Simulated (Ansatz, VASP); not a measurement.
**One calculation of Mg6CrC, two programs**

```
Cr Mg C
1.0
     3.11115    0.00000    0.00000
     0.00000    4.85199    5.17208
     0.00000   -4.85199    5.17208
Cr Mg C
1 6 1
Cartesian
  0.0000 0.0000 8.6783
  1.5556 0.0000 0.8713
  1.5556 -2.5963 3.9033
  1.5556 2.5963 3.9033
  0.0000 0.0000 3.5892
  0.0000 -1.5536 6.4228
  0.0000 1.5536 6.4228
  1.5556 0.0000 7.5857
```

The cell comes from a database or a generator and needn't be the stable form of this composition.

Alike in both runs: task single point; functional PBE; k mesh 9 × 4 × 4; occupations gaussian, width 0.05 eV; collinear spin, ferromagnetic start.

|  | VASP | Ansatz |
| --- | --- | --- |
| version | VASP 6.6.1 | Ansatz 0.2.0 |
| potentials or method | VASP PAW PBE potentials, release 54 (Cr_pv, Mg, C) | Ansatz PAW |
| plane-wave cutoff (eV) | 520 | 420 |
| valence electrons in the cell | 28 | 78 |

|  | VASP | Ansatz | Ansatz less VASP |
| --- | --- | --- | --- |
| gap on the k mesh at the Fermi level (eV) | none | none | - |
| pressure (GPa) | -0.5 | -0.4 | +0.10 |
| largest component of the traceless stress (GPa) | 0.33 | 0.39 | +0.066 |
| rms of the force components (eV/Å) | 0.053 | 0.063 | +0.0104 |
| net moment per atom (μB) | 0.19 | 0.19 | -0.001 |
| size of the moment on the site where the two differ most (μB) | 1.56 | 1.23 | -0.334 |

Site moments also hang on the region over which each program counts them. Atom by atom the forces differ by 0.012 eV/Å (rms over components). A gap of «none» marks a metal or a gap that the smearing closes. The two sets of potentials don't hold the same shells in valence.
